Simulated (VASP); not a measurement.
Output of a VASP run:

### OSZICAR
```
       N       E                     dE             d eps       ncg     rms          rms(c)
DAV:   1     0.348233866340E+02    0.34823E+02   -0.52207E+03  1688   0.124E+03
DAV:   2    -0.141078866879E+02   -0.48931E+02   -0.46077E+02  1686   0.191E+02
DAV:   3    -0.153524473325E+02   -0.12446E+01   -0.12296E+01  2026   0.402E+01
DAV:   4    -0.153743158081E+02   -0.21868E-01   -0.21831E-01  2034   0.471E+00
DAV:   5    -0.153749276045E+02   -0.61180E-03   -0.61177E-03  1964   0.788E-01    0.128E+01
DAV:   6    -0.175988926969E+02   -0.22240E+01   -0.65346E+01  1898   0.126E+02    0.164E+01
DAV:   7    -0.137460043780E+02    0.38529E+01   -0.29185E+01  1856   0.801E+01    0.200E+00
DAV:   8    -0.137267303997E+02    0.19274E-01   -0.21632E-01  1752   0.414E+00    0.122E+00
DAV:   9    -0.137098899545E+02    0.16840E-01   -0.46553E-02  2036   0.300E+00    0.318E-01
DAV:  10    -0.137093816785E+02    0.50828E-03   -0.11031E-03  2118   0.493E-01    0.150E-01
DAV:  11    -0.137093644080E+02    0.17271E-04   -0.26492E-05  2066   0.501E-02    0.186E-02
DAV:  12    -0.137093600058E+02    0.44022E-05   -0.12837E-05  1962   0.522E-02    0.605E-03
DAV:  13    -0.137093599071E+02    0.98728E-07   -0.45920E-07   892   0.697E-03
   1 F= -.13709360E+02 E0= -.13709255E+02  d E =-.137094E+02
```

**OUTCAR**
```
------------------------ aborting loop because EDIFF is reached ----------------------------------------
  FORCE on cell =-STRESS in cart. coord.  units (eV):
  Direction    XX          YY          ZZ          XY          YZ          ZX
  --------------------------------------------------------------------------------------
  Total        0.0031724      0.0031724      0.0031724      0.0000000     -0.0000000      0.0000000
  in kB        0.2327666      0.2327666      0.2327666      0.0000000     -0.0000000      0.0000000
  external PRESSURE =       0.2327666 kB  Pullay stress =       0.0000000 kB
  volume of cell :       21.84
      direct lattice vectors                 reciprocal lattice vectors
     2.795075852  0.000000000  0.000000000     0.357772044  0.000000000  0.000000000
     0.000000000  2.795075852  0.000000000     0.000000000  0.357772044  0.000000000
     0.000000000  0.000000000  2.795075852     0.000000000  0.000000000  0.357772044
 POSITION                                       TOTAL-FORCE (eV/Angst)
 -----------------------------------------------------------------------------------
      1.39754      1.39754      1.39754         0.000000      0.000000      0.000000
      0.00000      0.00000      0.00000         0.000000      0.000000      0.000000
 -----------------------------------------------------------------------------------
    total drift:                               -0.000000      0.000000     -0.000000
  FREE ENERGIE OF THE ION-ELECTRON SYSTEM (eV)
  ---------------------------------------------------
  free  energy   TOTEN  =       -13.7093599071 eV

  energy  without entropy=      -13.7090452942  energy(sigma->0) =      -13.70925504

 reached required accuracy - stopping structural energy minimisation
```
(Selected blocks of OUTCAR.)

**POSCAR**
```
CoAl
1
    2.7950758518     0.0000000000     0.0000000000
    0.0000000000     2.7950758518    -0.0000000000
    0.0000000000     0.0000000000     2.7950758518
Al Co
1 1
Direct
  0.5000000000   0.5000000000   0.5000000000
  0.0000000000   0.0000000000   0.0000000000
```

### Question
Reconstruct the remaining input files.

### Answer
This is not unique; one that fits is the input of the run itself, LDA (Ceperley-Alder, Perdew-Zunger), plane waves, VASP's LDA PAW potentials (set 64).

INCAR:
```
SYSTEM = CoAl
PREC = Accurate
ENCUT = 500
EDIFF = 1E-6
NELM = 100
ALGO = Normal
LREAL = .FALSE.
LASPH = .TRUE.
ISMEAR = 1
SIGMA = 0.1
LMAXMIX = 4
LWAVE = .FALSE.
LCHARG = .FALSE.
IBRION = 2
ISIF = 3
NSW = 40
EDIFFG = -0.02
```

### KPOINTS
```
Automatic mesh
0
Gamma
13 13 13
0 0 0
```

POTCAR, in this order: Al Co (LDA.64 set). Program: vasp_std.

The compound is CoAl in the CsCl type structure. It was relaxed first, which changed the volume by -7 %. The run is not spin-polarised, so no magnetic state was tried.
